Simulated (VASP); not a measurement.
VASP input:

### POSCAR
```
Cr
1
    2.9376000000     0.0000000000     0.0000000000
    0.0000000000     2.9376000000     0.0000000000
    0.0000000000     0.0000000000     2.9376000000
Cr
2
Direct
  0.0000000000   0.0000000000   0.0000000000
  0.5000000000   0.5000000000   0.5000000000
```

**INCAR**
```
# general
SYSTEM =Cr
PREC   =Accurate
ENCUT  =400   # plane-wave cut-off (eV)
LREAL  =.FALSE.   # projection in real space or not
LASPH  =.TRUE.   # aspherical one-centre terms

# electronic loop
EDIFF  =1E-6   # SCF stop (eV)
NELM   =100   # most electronic steps
ALGO   =Normal   # blocked Davidson
LMAXMIX=4   # l cut-off of mixed one-centre charges

# smearing
ISMEAR =1   # Methfessel-Paxton
SIGMA  =0.1

# functional
GGA    =PE   # PBE

# spin
ISPIN  =2   # spin-polarised
MAGMOM =0.3 -0.3

# ions
ISIF   =2   # forces and stress, cell fixed

# output
LWAVE  =.FALSE.
LCHARG =.FALSE.
LORBIT =10
```

File KPOINTS:
```
Automatic mesh
0
Gamma
11 11 11
0 0 0
```

POTCAR, in this order: Cr_pv (PBE.64 set). Program: vasp_std.

Question: Translate this PBE calculation to Quantum ESPRESSO's pw.x.

Answer: One equivalent input (not run):
```
&CONTROL
  calculation = 'scf'
  pseudo_dir = './pseudo'
  outdir = './out'
  tprnfor = .true.
  tstress = .true.
/
&SYSTEM
  ibrav = 0
  nat = 2
  ntyp = 2
  ecutwfc = 94
  occupations = 'smearing'
  smearing = 'methfessel-paxton'
  degauss = 0.00735
  input_dft = 'pbe'
  nspin = 2
  starting_magnetization(1) = 0.03
  starting_magnetization(2) = -0.03
/
&ELECTRONS
  conv_thr = 7.3e-08
  electron_maxstep = 100
/
ATOMIC_SPECIES
  Cr1 51.996 Cr.upf
  Cr2 51.996 Cr.upf
CELL_PARAMETERS angstrom
     2.9376000    0.0000000    0.0000000
     0.0000000    2.9376000    0.0000000
     0.0000000    0.0000000    2.9376000
ATOMIC_POSITIONS crystal
  Cr1  0.0000000  0.0000000  0.0000000
  Cr2  0.5000000  0.5000000  0.5000000
K_POINTS automatic
  11 11 11 0 0 0
```
The two are equivalent in intent, not identical: the potentials are each code's own (VASP's PAW set, PseudoDojo norm-conserving files in pw.x), so ENCUT and ecutwfc are chosen apart and not converted; conv_thr bounds pw.x's estimated SCF error, while EDIFF bounds the energy change between steps; starting_magnetization is a fraction of the valence charge and MAGMOM a moment in μB, so they match only roughly.

The compound is Cr in the bcc, AFM order structure. The cell was not relaxed at this level. The run is one of a series of settings (MAGMOM = 0.3 -0.3 against the base run), some of them coarse on purpose.
